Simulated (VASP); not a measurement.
Input:

```
HfS
1.0
    3.37102     0.00000     0.00000
   -1.68551     2.91939     0.00000
    0.00000     0.00000     8.10585
Hf S
2 2
Direct
  0.33333   0.66667   0.03611
  0.66667   0.33333   0.53611
  0.33333   0.66667   0.33889
  0.66667   0.33333   0.83889
```

These are PBEsol GGA, VASP's PBE PAW potentials (set 64) (plane waves; VASP) values and carry that method's errors. Run with 400 eV cut-off, 9×9×3 Γ-centred mesh, tetrahedra with Blöchl corrections, potentials Hf_pv S.

The cores are frozen, which limits the accuracy of field gradients.

Q: Give the principal components of the electric field gradient (V/Å²) and the asymmetry η at each nucleus.

A: 
| atom | Vxx | Vyy | Vzz | η |
|---|---|---|---|---|
| Hf1 | 89.8 | 89.8 | -179.7 | 0.00 |
| Hf2 | 89.8 | 89.8 | -179.7 | 0.00 |
| S3 | 0.0 | 0.0 | 0.1 | - |
| S4 | 0.0 | 0.0 | 0.1 | - |

The structure was generated: HfS was put into the wurtzite type (P6_3mc), which need not be its known phase. It was relaxed first, which changed the volume by -41 %.
